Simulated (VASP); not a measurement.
# From one sheet to two: 1T-PtSe2 monolayer

What are the lattice, gap and band positions of 1T-PtSe2 monolayer, and what does a second sheet change?

Program: VASP 6.6.1. Level of theory: r2SCAN with rVV10; plane waves and PAW (Pt, Se), in the first sound run; inputs show where later runs differ. Results are calculated unless marked as measured.

### Step 1. The structure

The cell holds 3 atoms: 1 Pt and 2 Se. Cell: a = 3.750 Å, b = 3.750 Å, c = 22.000 Å, α = 90.0°, β = 90.0°, γ = 120.0°. Vacuum lies along c.

Structure file:

```xyz
3
Lattice="3.7500 0.0000 0.0000 -1.8750 3.2476 0.0000 0.0000 0.0000 22.0000" Properties=species:S:1:pos:R:3
Pt    0.0000    0.0000   11.0000
Se    0.0000    2.1651    9.7000
Se    1.8750    1.0825   12.3000
```

### Step 2. Relaxing the monolayer

The sheet's cell relaxes in its plane with the atoms, while the vacuum is kept.

Input file INCAR:

```
SYSTEM = PtSe2
PREC = Normal
ENCUT = 350
EDIFF = 1E-06
NELM = 120
ISMEAR = 0
SIGMA = 0.03
LREAL = .FALSE.
ALGO = Normal
METAGGA = R2SCAN
LUSE_VDW = .TRUE.
IVDW_NL = 2
BPARAM = 11.95
CPARAM = 0.0093
LASPH = .TRUE.
NBANDS = 17
LORBIT = 11
LWAVE = .FALSE.
LCHARG = .FALSE.
KPAR = 4
IBRION = 2
NSW = 50
ISIF = 3
EDIFFG = -0.015
POTIM = 0.4
IDIPOL = 3
LDIPOL = .TRUE.
DIPOL = 0.5 0.5 0.5
LATTICE_CONSTRAINTS = .TRUE. .TRUE. .FALSE.
```

Input file POSCAR:

```
PtSe2
1.0
    3.7500000000      0.0000000000      0.0000000000
   -1.8750000000      3.2475952642      0.0000000000
    0.0000000000      0.0000000000     22.0000000000
Pt Se
1 2
Direct
    0.0000000000      0.0000000000      0.5000000000
    0.3333333333      0.6666666667      0.4409090909
    0.6666666667      0.3333333333      0.5590909091
```

Input file KPOINTS:

```
Automatic mesh
0
Gamma
9 9 1
0 0 0
```

Potentials, in the order of the species: Pt and Se (PBE family, release 64).

Run with:

```console
mpirun -np 4 vasp_std
```

Output:

```text
[banner, memory and clock lines left out]
running    4 mpi-ranks, on    1 nodes
 distrk:  each k-point on    1 cores,    4 groups
 distr:  one band on    1 cores,    1 groups

 POSCAR found type information on POSCAR PtSe
 POSCAR found :  2 types and       3 ions
|                                                                             |
|               ----> ADVICE to this user running VASP <----                  |
|                                                                             |
|     You have switched on vdW-DFT.                                           |
|     This routine was written and supplied by Jiri Klimes. We recommend      |
|     that you carefully read and cite the following publications:            |
|       J. Klimes, D.R. Bowler, A. Michelides                                 |
|          J. Phys.: Cond Matt. 22 022201 (2010)                              |
|       J. Klimes, D.R. Bowler, A. Michelides                                 |
|          Phys. Rev. B. 83, 195131 (2011)                                    |
|     and references therein.                                                 |
|                                                                             |

|                                                                             |
|               ----> ADVICE to this user running VASP <----                  |
|                                                                             |
|     You enforced a specific xc type in the INCAR file but a different       |
|     [... a line on the potential file left out ...]
|     I HOPE YOU KNOW WHAT YOU ARE DOING!                                     |
|                                                                             |

 LDA part: xc-table for (None), standard interpolation
 POSCAR, INCAR and KPOINTS ok, starting setup
 FFT: planning ... GRIDC
 FFT: planning ... GRID_SOFT
 FFT: planning ... GRID
 WAVECAR not read
 entering main loop
       N       E                     dE             d eps       ncg     rms          rms(c)
Total rVV10 correction in eV:      0.6891417    27.0734204
Total rVV10 correction in eV:      0.6891417    27.0734204
Total rVV10 correction in eV:      0.6891417    27.0734204
Total rVV10 correction in eV:      0.6891417    27.0734204
DAV:   1     0.789539742419E+02    0.78954E+02   -0.60645E+03   408   0.693E+02
DAV:   2    -0.718583956470E+02   -0.15081E+03   -0.14509E+03   604   0.156E+02
DAV:   3    -0.867123749686E+02   -0.14854E+02   -0.14768E+02   508   0.622E+01
DAV:   4    -0.869146205840E+02   -0.20225E+00   -0.20203E+00   513   0.835E+00
DAV:   5    -0.869184209184E+02   -0.38003E-02   -0.37984E-02   573   0.105E+00    0.126E+01
Total rVV10 correction in eV:      0.6871812    27.0792887
Total rVV10 correction in eV:      0.6871812    27.0792887
Total rVV10 correction in eV:      0.6871812    27.0792887
Total rVV10 correction in eV:      0.6871812    27.0792887
DAV:   6    -0.810434842060E+02    0.58749E+01   -0.90634E+00   466   0.271E+01    0.839E+00
Total rVV10 correction in eV:      0.6889243    27.0758029
Total rVV10 correction in eV:      0.6889243    27.0758029
Total rVV10 correction in eV:      0.6889243    27.0758029
Total rVV10 correction in eV:      0.6889243    27.0758029
DAV:   7    -0.807159857547E+02    0.32750E+00   -0.17619E+00   472   0.135E+01    0.356E+00
Total rVV10 correction in eV:      0.6914138    27.0745275
Total rVV10 correction in eV:      0.6914138    27.0745275
Total rVV10 correction in eV:      0.6914138    27.0745275
Total rVV10 correction in eV:      0.6914138    27.0745275
DAV:   8    -0.807408585778E+02   -0.24873E-01   -0.11299E-01   510   0.226E+00    0.109E+00
Total rVV10 correction in eV:      0.6929844    27.0739938
Total rVV10 correction in eV:      0.6929844    27.0739938
Total rVV10 correction in eV:      0.6929844    27.0739938
Total rVV10 correction in eV:      0.6929844    27.0739938
DAV:   9    -0.807281948182E+02    0.12664E-01   -0.44612E-02   514   0.211E+00    0.202E-01
Total rVV10 correction in eV:      0.6938443    27.0738632
Total rVV10 correction in eV:      0.6938443    27.0738632
Total rVV10 correction in eV:      0.6938443    27.0738632
Total rVV10 correction in eV:      0.6938443    27.0738632
DAV:  10    -0.807297750596E+02   -0.15802E-02   -0.62763E-03   485   0.499E-01    0.125E-01
Total rVV10 correction in eV:      0.6945844    27.0738471
Total rVV10 correction in eV:      0.6945844    27.0738471
Total rVV10 correction in eV:      0.6945844    27.0738471
Total rVV10 correction in eV:      0.6945844    27.0738471
DAV:  11    -0.807301296114E+02   -0.35455E-03   -0.34014E-04   503   0.123E-01    0.480E-02
Total rVV10 correction in eV:      0.6947217    27.0738118
Total rVV10 correction in eV:      0.6947217    27.0738118
Total rVV10 correction in eV:      0.6947217    27.0738118
Total rVV10 correction in eV:      0.6947217    27.0738118
DAV:  12    -0.807302067070E+02   -0.77096E-04   -0.22913E-05   467   0.374E-02    0.103E-02
Total rVV10 correction in eV:      0.6948476    27.0737715
Total rVV10 correction in eV:      0.6948476    27.0737715
Total rVV10 correction in eV:      0.6948476    27.0737715
Total rVV10 correction in eV:      0.6948476    27.0737715
DAV:  13    -0.807302774641E+02   -0.70757E-04   -0.97194E-06   473   0.180E-02    0.413E-03
Total rVV10 correction in eV:      0.6950689    27.0736710
Total rVV10 correction in eV:      0.6950689    27.0736710
Total rVV10 correction in eV:      0.6950689    27.0736710
Total rVV10 correction in eV:      0.6950689    27.0736710
DAV:  14    -0.807304601781E+02   -0.18271E-03   -0.37821E-05   500   0.339E-02    0.585E-03
Total rVV10 correction in eV:      0.6951832    27.0735680
Total rVV10 correction in eV:      0.6951832    27.0735680
Total rVV10 correction in eV:      0.6951832    27.0735680
Total rVV10 correction in eV:      0.6951832    27.0735680
DAV:  15    -0.807305669146E+02   -0.10674E-03   -0.26878E-05   504   0.265E-02    0.240E-03
Total rVV10 correction in eV:      0.6951777    27.0735075
Total rVV10 correction in eV:      0.6951777    27.0735075
Total rVV10 correction in eV:      0.6951777    27.0735075
Total rVV10 correction in eV:      0.6951777    27.0735075
DAV:  16    -0.807306092980E+02   -0.42383E-04   -0.51860E-06   459   0.129E-02    0.102E-03
Total rVV10 correction in eV:      0.6951497    27.0734536
Total rVV10 correction in eV:      0.6951497    27.0734536
Total rVV10 correction in eV:      0.6951497    27.0734536
Total rVV10 correction in eV:      0.6951497    27.0734536
DAV:  17    -0.807306327272E+02   -0.23429E-04   -0.32990E-06   438   0.105E-02    0.126E-03
Total rVV10 correction in eV:      0.6951369    27.0734359
[...]
Total rVV10 correction in eV:      0.6838146    27.0735647
Total rVV10 correction in eV:      0.6838146    27.0735647
DAV:   4    -0.807378240619E+02    0.48305E-02   -0.24993E-02   481   0.988E-01    0.311E-01
Total rVV10 correction in eV:      0.6836970    27.0735342
Total rVV10 correction in eV:      0.6836970    27.0735342
Total rVV10 correction in eV:      0.6836970    27.0735342
Total rVV10 correction in eV:      0.6836970    27.0735342
DAV:   5    -0.807380305146E+02   -0.20645E-03   -0.87896E-04   437   0.237E-01    0.192E-01
Total rVV10 correction in eV:      0.6833425    27.0734960
Total rVV10 correction in eV:      0.6833425    27.0734960
Total rVV10 correction in eV:      0.6833425    27.0734960
Total rVV10 correction in eV:      0.6833425    27.0734960
DAV:   6    -0.807381789974E+02   -0.14848E-03   -0.58853E-04   493   0.167E-01    0.360E-02
Total rVV10 correction in eV:      0.6833412    27.0734792
Total rVV10 correction in eV:      0.6833412    27.0734792
Total rVV10 correction in eV:      0.6833412    27.0734792
Total rVV10 correction in eV:      0.6833412    27.0734792
DAV:   7    -0.807381684773E+02    0.10520E-04   -0.42323E-05   516   0.618E-02    0.874E-03
Total rVV10 correction in eV:      0.6832969    27.0734605
Total rVV10 correction in eV:      0.6832969    27.0734605
Total rVV10 correction in eV:      0.6832969    27.0734605
Total rVV10 correction in eV:      0.6832969    27.0734605
DAV:   8    -0.807381839338E+02   -0.15457E-04   -0.85745E-06   482   0.203E-02    0.450E-03
Total rVV10 correction in eV:      0.6832913    27.0734498
Total rVV10 correction in eV:      0.6832913    27.0734498
Total rVV10 correction in eV:      0.6832913    27.0734498
Total rVV10 correction in eV:      0.6832913    27.0734498
DAV:   9    -0.807381845896E+02   -0.65580E-06   -0.10074E-06   411   0.789E-03
Total rVV10 correction in eV:      0.6832851    27.0734212
Total rVV10 correction in eV:      0.6832851    27.0734212
Total rVV10 correction in eV:      0.6832851    27.0734212
Total rVV10 correction in eV:      0.6832851    27.0734212
Total rVV10 correction in eV:      0.6832867    27.0734409
Total rVV10 correction in eV:      0.6832867    27.0734409
Total rVV10 correction in eV:      0.6832867    27.0734409
Total rVV10 correction in eV:      0.6832867    27.0734409
   2 F= -.80738185E+02 E0= -.80738185E+02  d E =-.753767E-02
[...]
3 F= -.80747647E+02 E0= -.80747647E+02  d E =-.170001E-01
[...]
4 F= -.80750686E+02 E0= -.80750686E+02  d E =-.303942E-02
 trial-energy change:   -0.003039  1 .order   -0.003044   -0.003497   -0.002592
 step:   3.5373(harm=  3.5373)  dis= 0.02961  next Energy=   -80.754400 (dE=-0.675E-02)
 bond charge predicted
       N       E                     dE             d eps       ncg     rms          rms(c)
Total rVV10 correction in eV:      0.6872237    27.0734365
Total rVV10 correction in eV:      0.6872237    27.0734365
Total rVV10 correction in eV:      0.6872237    27.0734365
Total rVV10 correction in eV:      0.6872237    27.0734365
DAV:   1    -0.807608119049E+02   -0.10125E-01   -0.98891E-01   408   0.627E+00    0.653E-01
Total rVV10 correction in eV:      0.6858862    27.0736604
Total rVV10 correction in eV:      0.6858862    27.0736604
Total rVV10 correction in eV:      0.6858862    27.0736604
Total rVV10 correction in eV:      0.6858862    27.0736604
DAV:   2    -0.807552659531E+02    0.55460E-02   -0.59802E-02   410   0.203E+00    0.269E-01
Total rVV10 correction in eV:      0.6853870    27.0735765
Total rVV10 correction in eV:      0.6853870    27.0735765
Total rVV10 correction in eV:      0.6853870    27.0735765
Total rVV10 correction in eV:      0.6853870    27.0735765
DAV:   3    -0.807544473399E+02    0.81861E-03   -0.27490E-03   440   0.427E-01    0.135E-01
Total rVV10 correction in eV:      0.6847835    27.0734839
Total rVV10 correction in eV:      0.6847835    27.0734839
Total rVV10 correction in eV:      0.6847835    27.0734839
Total rVV10 correction in eV:      0.6847835    27.0734839
DAV:   4    -0.807543000628E+02    0.14728E-03   -0.20034E-03   448   0.282E-01    0.787E-02
Total rVV10 correction in eV:      0.6848187    27.0734846
Total rVV10 correction in eV:      0.6848187    27.0734846
Total rVV10 correction in eV:      0.6848187    27.0734846
Total rVV10 correction in eV:      0.6848187    27.0734846
DAV:   5    -0.807543117912E+02   -0.11728E-04   -0.51282E-05   473   0.524E-02    0.546E-02
Total rVV10 correction in eV:      0.6847683    27.0734769
Total rVV10 correction in eV:      0.6847683    27.0734769
Total rVV10 correction in eV:      0.6847683    27.0734769
Total rVV10 correction in eV:      0.6847683    27.0734769
DAV:   6    -0.807543379299E+02   -0.26139E-04   -0.41759E-05   474   0.431E-02    0.393E-03
Total rVV10 correction in eV:      0.6847589    27.0734765
Total rVV10 correction in eV:      0.6847589    27.0734765
Total rVV10 correction in eV:      0.6847589    27.0734765
Total rVV10 correction in eV:      0.6847589    27.0734765
DAV:   7    -0.807543397752E+02   -0.18453E-05   -0.25655E-06   412   0.111E-02    0.331E-03
Total rVV10 correction in eV:      0.6847641    27.0734741
Total rVV10 correction in eV:      0.6847641    27.0734741
Total rVV10 correction in eV:      0.6847641    27.0734741
Total rVV10 correction in eV:      0.6847641    27.0734741
DAV:   8    -0.807543411629E+02   -0.13877E-05   -0.57486E-07   316   0.568E-03    0.214E-03
Total rVV10 correction in eV:      0.6847782    27.0734663
Total rVV10 correction in eV:      0.6847782    27.0734663
Total rVV10 correction in eV:      0.6847782    27.0734663
Total rVV10 correction in eV:      0.6847782    27.0734663
DAV:   9    -0.807543439521E+02   -0.27892E-05   -0.84605E-07   342   0.692E-03    0.693E-04
Total rVV10 correction in eV:      0.6847909    27.0734547
Total rVV10 correction in eV:      0.6847909    27.0734547
Total rVV10 correction in eV:      0.6847909    27.0734547
Total rVV10 correction in eV:      0.6847909    27.0734547
DAV:  10    -0.807543461116E+02   -0.21594E-05   -0.99117E-07   381   0.747E-03    0.675E-04
Total rVV10 correction in eV:      0.6847995    27.0734416
Total rVV10 correction in eV:      0.6847995    27.0734416
Total rVV10 correction in eV:      0.6847995    27.0734416
Total rVV10 correction in eV:      0.6847995    27.0734416
DAV:  11    -0.807543497204E+02   -0.36088E-05   -0.98660E-07   397   0.732E-03    0.517E-04
Total rVV10 correction in eV:      0.6848024    27.0734305
Total rVV10 correction in eV:      0.6848024    27.0734305
Total rVV10 correction in eV:      0.6848024    27.0734305
Total rVV10 correction in eV:      0.6848024    27.0734305
DAV:  12    -0.807543515685E+02   -0.18481E-05   -0.60858E-07   407   0.612E-03    0.229E-04
Total rVV10 correction in eV:      0.6847995    27.0734250
Total rVV10 correction in eV:      0.6847995    27.0734250
Total rVV10 correction in eV:      0.6847995    27.0734250
Total rVV10 correction in eV:      0.6847995    27.0734250
DAV:  13    -0.807543532560E+02   -0.16875E-05   -0.19473E-07   403   0.389E-03    0.171E-04
Total rVV10 correction in eV:      0.6847977    27.0734233
Total rVV10 correction in eV:      0.6847977    27.0734233
Total rVV10 correction in eV:      0.6847977    27.0734233
Total rVV10 correction in eV:      0.6847977    27.0734233
DAV:  14    -0.807543540294E+02   -0.77346E-06   -0.68645E-08   378   0.243E-03
Total rVV10 correction in eV:      0.6847964    27.0734239
Total rVV10 correction in eV:      0.6847964    27.0734239
Total rVV10 correction in eV:      0.6847964    27.0734239
Total rVV10 correction in eV:      0.6847964    27.0734239
Total rVV10 correction in eV:      0.6847967    27.0734232
Total rVV10 correction in eV:      0.6847967    27.0734232
Total rVV10 correction in eV:      0.6847967    27.0734232
Total rVV10 correction in eV:      0.6847967    27.0734232
   5 F= -.80754354E+02 E0= -.80754354E+02  d E =-.670704E-02
 curvature:  -1.89 expect dE=-0.354E-06 dE for cont linesearch -0.140E-06
 trial: gam= 0.00000 g(F)=  0.136E-06 g(S)=  0.512E-07 ort =-0.174E-04 (trialstep = 0.144E+01)
 search vector abs. value=  0.187E-06
 reached required accuracy - stopping structural energy minimisation
```

Elapsed: 2.4 min, on 4 MPI ranks of AMD EPYC 9R45, shared host; peak memory 1.3 GiB.

The logs omit lines about the potential files and the build; timing stands in the text.

From OUTCAR (step 2):

```text
ion  position               nearest neighbor table
   1  0.000  0.000  0.500-   2 2.53   3 2.53   3 2.53   2 2.53   3 2.53   2 2.53
   2  0.333  0.667  0.441-   1 2.53   1 2.53   1 2.53
   3  0.667  0.333  0.559-   1 2.53   1 2.53   1 2.53

  LATTYP: Found a hexagonal cell.
 ALAT       =     3.7500000000
 C/A-ratio  =     5.8666666667

 Subroutine GETGRP returns: Found 12 space group operations
 (whereof 12 operations were pure point group operations)

The static configuration has the point symmetry D_3d.

 Found     12 irreducible k-points:

   k-points           NKPTS =     12   k-points in BZ     NKDIM =     12   number of bands    NBANDS=     17

   dimension x,y,z NGX =    18 NGY =   18 NGZ =  108
   dimension x,y,z NGXF=    36 NGYF=   36 NGZF=  216

   ENCUT  =  350.0 eV  25.72 Ry    5.07 a.u.   5.72  5.72 33.56*2*pi/ulx,y,z

   NELECT =      22.0000    total number of electrons

 k-points in reciprocal lattice and weights: Automatic mesh
   0.00000000  0.00000000  0.00000000       0.012
   0.11111111 -0.00000000  0.00000000       0.074
   0.22222222 -0.00000000  0.00000000       0.074
   0.33333333  0.00000000  0.00000000       0.074
   0.44444444 -0.00000000  0.00000000       0.074
   0.11111111  0.11111111  0.00000000       0.074
   0.22222222  0.11111111  0.00000000       0.148
   0.33333333  0.11111111  0.00000000       0.148
   0.44444444  0.11111111  0.00000000       0.074
   0.22222222  0.22222222  0.00000000       0.074
   0.33333333  0.22222222  0.00000000       0.148
   0.33333333  0.33333333  0.00000000       0.025

 dipolmoment           0.000000      0.000000      0.000000 electrons x Angstroem

 average (electrostatic) potential at core
       1 -82.8136       2 -65.6631       3 -65.6631

 E-fermi :  -3.1786

 k-point     1 :       0.0000    0.0000    0.0000
  band No.  band energies     occupation
    ...
      7      -6.4071      2.00000
      8      -4.7171      2.00000
      9      -4.0487      2.00000
     10      -3.3331      2.00000
     11      -3.3331      2.00000
     12      -0.1611      0.00000
     13      -0.1611      0.00000
     14       1.8593      0.00000
     15       2.4797      0.00000
     16       2.8276      0.00000
    ...

 k-point     2 :       0.1111   -0.0000    0.0000
  band No.  band energies     occupation
    ...
      7      -6.5043      2.00000
      8      -5.1076      2.00000
      9      -3.8261      2.00000
     10      -3.4535      2.00000
     11      -3.3399      2.00000
     12      -0.9487      0.00000
     13      -0.3524      0.00000
     14       2.2739      0.00000
     15       2.7133      0.00000
     16       3.0610      0.00000
    ...

 k-point     3 :       0.2222   -0.0000    0.0000
  band No.  band energies     occupation
    ...
      7      -6.6361      2.00000
      8      -5.6366      2.00000
      9      -3.8111      2.00000
     10      -3.6282      2.00000
     11      -3.5789      2.00000
     12      -1.7761      0.00000
     13      -0.5772      0.00000
     14       2.9127      0.00000
     15       3.0651      0.00000
     16       3.3237      0.00000
    ...

  Total       -0.0014107     -0.0014107     -0.0949780      0.0000000      0.0000000     -0.0000000
  in kB       -0.0087317     -0.0087317     -0.5878808      0.0000000      0.0000000     -0.0000000
  external PRESSURE =      -0.2017814 kB  Pullay stress =       0.0000000 kB

  energy-cutoff  :      350.00
  volume of cell :      258.85
      direct lattice vectors                 reciprocal lattice vectors
     3.685917390 -0.000000000  0.000000000     0.271302879  0.156636790  0.000000000
    -1.842958695  3.192098096  0.000000000     0.000000000  0.313273581  0.000000000
     0.000000000  0.000000000 22.000000000     0.000000000  0.000000000  0.045454545

 POSITION                                       TOTAL-FORCE (eV/Angst)
 -----------------------------------------------------------------------------------
      0.00000     -0.00000     11.00000        -0.000000      0.000000      0.000000
     -0.00000      2.12807      9.67208         0.000000     -0.000000      0.001326
      1.84296      1.06403     12.32792        -0.000000      0.000000     -0.001326
 -----------------------------------------------------------------------------------
    total drift:                                0.000000      0.000000      0.000000

  FREE ENERGIE OF THE ION-ELECTRON SYSTEM (eV)
  ---------------------------------------------------
  free  energy   TOTEN  =       -80.7543540294 eV

  energy  without entropy=      -80.7543540294  energy(sigma->0) =      -80.75435403

 reached required accuracy - stopping structural energy minimisation

 vacuum level on the upper side and lower side of the slab         2.642         2.642

 total charge
# of ion       s       p       d       tot
------------------------------------------
    1        0.674   0.710   7.977   9.361
    2        1.474   2.295   0.058   3.827
    3        1.474   2.295   0.058   3.827
--------------------------------------------------
tot          3.621   5.300   8.093  17.015

[... 3 further parts left out ...]
```

The gap is read on the k-mesh alone, so it is an upper bound where the band edges lie off the mesh. The PAW data sets were made with PBE, which is usual practice but a small mismatch for other functionals. The run keeps the 12 symmetry operations of its start, so it cannot find a distortion of lower symmetry.

(Continued in part 2 of 9.)

[Lines on the potential files, build, host, timing and source positions are cut from VASP's logs without a mark.]

[Logs are printed without paths, hosts, clocks, repeated set-up lines and the standing remarks that a program may print on its own settings, such as how far it seeks lower states.]

[Hosts, paths, dates, database ids (printed as entryN), source tags and the programs' standing remarks are cut or masked in the printed files.]

[Runs that stopped without an error message from VASP are left out.]
